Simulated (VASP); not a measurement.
All values below come from AM05 GGA, VASP's PBE PAW potentials (set 64) (plane waves; VASP 6.6.1).

A VASP calculation is set up with these files.

**KPOINTS**
```
Automatic mesh
0
Gamma
6 6 6
0 0 0
```

**POSCAR**
```
PbF2
1.0
  0.0000000000   2.9588868629   2.9588868629
  2.9588868629   0.0000000000   2.9588868629
  2.9588868629   2.9588868629   0.0000000000
Pb F
1 2
direct
  1.0000000000   0.0000000000   0.0000000000
  0.2500000000   0.2500000000   0.2500000000
  0.7500000000   0.7500000000   0.7500000000
```

### INCAR
```
! general
SYSTEM =PbF2
PREC   =Accurate
ENCUT  =520
LREAL  =.False.
LASPH  =.True.

! electronic loop
EDIFF  =1E-6
NELM   =100
ALGO   =Normal
LMAXMIX=4

! smearing
ISMEAR =0
SIGMA  =0.05

! functional
GGA    =AM

! ions
IBRION =2
NSW    =60
ISIF   =3
EDIFFG =-0.02

! output
LWAVE  =.False.
LCHARG =.False.
```

POTCAR, in this order: Pb_d F (PBE.64 set). Program: vasp_std.

Question: What will the output report for the number of irreducible k-points (NKPTS), largest plane-wave count, number of space-group operations, FFT grid (NGX, NGY, NGZ)?

Answer: 
number of irreducible k-points (NKPTS): 16
largest plane-wave count: 1411
number of space-group operations: 48
FFT grid (NGX, NGY, NGZ): 32 × 32 × 32

The compound is PbF2 in the fluorite structure, the β form. This run relaxes it. Symmetry was kept, so distortions that lower it aren't found. The start is the result of an earlier pass.
